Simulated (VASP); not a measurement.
Here is the system:

```
MgH2
1.0
    4.50919     0.00000     0.00000
    0.00000     4.50919     0.00000
    0.00000     0.00000     3.00694
Mg H
2 4
Direct
  0.00000   0.00000   0.00000
  0.50000   0.50000   0.50000
  0.30427   0.30427   0.00000
  0.80427   0.19573   0.50000
  0.19573   0.80427   0.50000
  0.69573   0.69573   0.00000
```

These are PBE GGA, VASP's PBE PAW potentials (set 64) (plane waves; VASP) values and carry that method's errors. Settings: 520 eV cut-off, 6×6×8 Γ-centred mesh, tetrahedra with Blöchl corrections, potentials Mg H.

The cores are frozen, which limits the accuracy of field gradients.

Question: Give the principal components of the electric field gradient (V/Å²) and the asymmetry η at each nucleus.

Answer: 
```csv
atom,Vxx,Vyy,Vzz,η
Mg1,5.4,0.3,-5.7,0.89
Mg2,5.4,0.3,-5.7,0.89
H3,4.2,1.0,-5.3,0.61
H4,4.2,1.0,-5.3,0.61
H5,4.2,1.0,-5.3,0.61
H6,4.2,1.0,-5.3,0.61
```

The compound is MgH2 in the rutile structure. It was relaxed first.
